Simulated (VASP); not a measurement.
Output of a VASP run:

### OSZICAR
```
       N       E                     dE             d eps       ncg     rms          rms(c)
DAV:   1     0.997853277179E+01    0.99785E+01   -0.41815E+03   752   0.901E+02
DAV:   2    -0.148343363244E+02   -0.24813E+02   -0.24018E+02  1160   0.114E+02
DAV:   3    -0.151244321253E+02   -0.29010E+00   -0.29010E+00   912   0.163E+01
DAV:   4    -0.151250881712E+02   -0.65605E-03   -0.65605E-03  1192   0.764E-01
DAV:   5    -0.151250884651E+02   -0.29382E-06   -0.29390E-06   880   0.146E-02    0.706E+00
DAV:   6    -0.144756727700E+02    0.64942E+00   -0.17993E+00   784   0.714E+00    0.379E+00
DAV:   7    -0.143720234847E+02    0.10365E+00   -0.25405E-01  1144   0.308E+00    0.122E+00
DAV:   8    -0.143592847936E+02    0.12739E-01   -0.34154E-02   872   0.116E+00    0.228E-01
DAV:   9    -0.143592897409E+02   -0.49473E-05   -0.55875E-04  1096   0.209E-01    0.136E-01
DAV:  10    -0.143592859311E+02    0.38098E-05   -0.13095E-04   792   0.810E-02    0.255E-02
DAV:  11    -0.143592884876E+02   -0.25565E-05   -0.47262E-06  1144   0.161E-02    0.330E-02
DAV:  12    -0.143592881071E+02    0.38047E-06   -0.17085E-06   792   0.706E-03    0.450E-03
DAV:  13    -0.143592881095E+02   -0.23434E-08   -0.58351E-08   384   0.180E-03
   1 F= -.14359288E+02 E0= -.14359288E+02  d E =-.134838E-16
```

OUTCAR:
```
------------------------ aborting loop because EDIFF is reached ----------------------------------------
  FORCE on cell =-STRESS in cart. coord.  units (eV):
  Direction    XX          YY          ZZ          XY          YZ          ZX
  --------------------------------------------------------------------------------------
  Total       -1.3734222     -1.3734222     -1.3734222      0.0000000      0.0000000      0.0000000
  in kB      -91.7537667    -91.7537667    -91.7537667      0.0000000      0.0000000      0.0000000
  external PRESSURE =     -91.7537667 kB  Pullay stress =       0.0000000 kB
  volume of cell :       23.98
      direct lattice vectors                 reciprocal lattice vectors
     0.000000000  2.288865355  2.288865355    -0.218448848  0.218448848  0.218448848
     2.288865355  0.000000000  2.288865355     0.218448848 -0.218448848  0.218448848
     2.288865355  2.288865355  0.000000000     0.218448848  0.218448848 -0.218448848
  FREE ENERGIE OF THE ION-ELECTRON SYSTEM (eV)
  ---------------------------------------------------
  free  energy   TOTEN  =       -14.3592881095 eV

  energy  without entropy=      -14.3592881095  energy(sigma->0) =      -14.35928811
```
(Selected blocks of OUTCAR.)

### POSCAR
```
BP
1
    0.0000000000     2.2888653551     2.2888653551
    2.2888653551     0.0000000000     2.2888653551
    2.2888653551     2.2888653551     0.0000000000
B P
1 1
Direct
  0.0000000000   0.0000000000   0.0000000000
  0.2500000000   0.2500000000   0.2500000000
```

### Question
Write an INCAR and KPOINTS that could have produced this output.

### Answer
This is not unique; one that fits is the input of the run itself, LDA (Ceperley-Alder, Perdew-Zunger), plane waves, VASP's LDA PAW potentials (set 64).

### INCAR
```
SYSTEM  =  BP
PREC  =  Accurate; ENCUT  =  520; LREAL  =  .FALSE.
LASPH  =  .TRUE.
EDIFF  =  1E-7; NELM  =  100; ALGO  =  Normal
ISMEAR  =  0; SIGMA  =  0.05
ISIF  =  2
LWAVE  =  .FALSE.; LCHARG  =  .FALSE.
```

### KPOINTS
```
Automatic mesh
0
G
10 10 10
```

POTCAR, in this order: B P (LDA.64 set). Program: vasp_std.

The compound is BP in the zinc blende structure. This cell is one point of a volume scan, at 1.06 of the reference volume.
